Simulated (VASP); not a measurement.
Input of a VASP 6.6.1 run:

File INCAR:

```
PREC     = Accurate       # precision mode
ENCUT    = 520            # plane-wave cutoff, eV
EDIFF    = 1E-6           # SCF threshold, eV
ISMEAR   = 0              # smearing method
SIGMA    = 0.05           # smearing width, eV
LREAL    = F              # projectors in reciprocal space
LASPH    = T              # aspherical terms in the spheres
NELM     = 80             # most SCF steps
ALGO     = Normal         # electronic algorithm
ISIF     = 2              # what is computed and relaxed
LWAVE    = F              # write WAVECAR
LCHARG   = F              # write CHGCAR
MAGMOM   = 0 0 0 0 0 0 0 0 0 0 0 0 0 0 0 # initial moments
LORBIT   = 11             # projections on sites
LSORBIT  = T              # spin-orbit coupling
GGA_COMPAT= F            
LMAXMIX  = 4              # l up to which the mixer works
GGA      = PE             # functional
IVDW     = 2              # dispersion correction
```

File KPOINTS:

```
Automatic mesh
0
Gamma
  5 5 5
```

Contents of POSCAR:

```
Si4W
4.454
    0.999994449933      0.000000000000      0.000000000000
   -0.499997224966      0.866020597216      0.000000000000
    0.000000000000      0.000000000000      1.017377123934
Si W
4 1
Direct
    0.3333333300      0.6666666700      0.8179659200
    0.3333333300      0.6666666700      0.1820340800
    0.6666666700      0.3333333300      0.1820340800
    0.6666666700      0.3333333300      0.8179659200
    0.0000000000      0.0000000000      0.0000000000
```

Potentials or basis: VASP PAW PBE potentials, release 64 (Si, W_sv).

The run is started by

```sh
$ cat potpaw_PBE.64/Si/POTCAR potpaw_PBE.64/W_sv/POTCAR > POTCAR
$ mpirun -np 1 vasp_ncl > vasp.out
```

**Question.** Estimate the dispersion energy per atom.

**Answer.** -0.501 eV.

**Question.** Predict the pressure.

**Answer.** 47.7 GPa.

**Question.** What does it give for the Hirshfeld charges?

**Answer.** Si -0.08; W +0.30 e.

**Question.** What does it give for the largest force?

**Answer.** 26.457 eV/Å.

Forces on the atoms (eV/Å):
```
Si    0.000   0.000 -26.457
Si    0.000   0.000  26.457
Si    0.000   0.000  26.457
Si    0.000   0.000 -26.457
W     0.000   0.000   0.000
```

Caveat: a pressure of tens of GPa on the cell as given is suspect, and the run, the potentials or the cell itself is likely at fault; forces of over 1 eV/Å show positions far from the minimum, so gaps and moduli don't describe the material at rest.
